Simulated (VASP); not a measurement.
Data:

```yaml
crystal:
  lattice:
    - [-1.39277, 1.39277, 1.39277]
    - [1.39277, -1.39277, 1.39277]
    - [1.39277, 1.39277, -1.39277]
  atoms:
    - { symbol: Fe, position: [0.00000, 0.00000, 0.00000], spin: 2.5 }
```

These are PBEsol GGA, VASP's PBE PAW potentials (set 64) (plane waves; VASP 6.6.1) values and carry that method's errors. Numerical set-up: PREC = Normal, EDIFF = 1E-5, 400 eV cut-off, 20×20×20 Γ-centred mesh, first-order Methfessel-Paxton smearing of 0.10 eV, potentials Fe.

### Question
Estimate the cell moment, energy per atom (σ→0), band gap (on the k-mesh) with the smallest direct gap where there is one.

### Answer

| Property | Result |
|---|---|
| band gap (on the k-mesh) | none (metal, semimetal or under 0.01 eV) |
| cell moment | 2.08 μB |
| energy per atom (σ→0) | -8.921 eV/atom |

### Question
Give the moment on each site (PAW-sphere projection).

### Answer

```
site  moment (μB)
----  -----------
Fe1          2.06
```

Only differences to runs with the same potentials and settings are physical.

The compound is Fe in the bcc structure. It was relaxed first, which changed the volume by -9 %.
